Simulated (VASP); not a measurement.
```xyz
4
Lattice="4.0263 0.0000 0.0000 0.0000 4.0263 0.0000 0.0000 0.0000 4.0263" Properties=species:S:1:pos:R:3 pbc="T T T"
Pd     0.0000     0.0000     0.0000
Au     2.0132     2.0132     0.0000
Au     2.0132     0.0000     2.0132
Au     0.0000     2.0132     2.0132
```

Method: PBEsol GGA, VASP's PBE PAW potentials (set 64) (plane waves; VASP). Run with 400 eV cut-off, 9×9×9 Γ-centred mesh, tetrahedra with Blöchl corrections, potentials Pd Au.

The cores are frozen, which limits the accuracy of field gradients.

Problem. Give the principal components of the electric field gradient (V/Å²) and the asymmetry η at each nucleus.

Solution. 
```csv
atom,Vxx,Vyy,Vzz,η
Pd1,0.0,0.0,0.0,-
Au2,-10.3,-10.3,20.6,0.00
Au3,-10.3,-10.3,20.6,0.00
Au4,-10.3,-10.3,20.6,0.00
```

The structure was generated: Au3Pd was put into an ordered model structure (Pm-3m), which need not be its known phase. It was relaxed first.
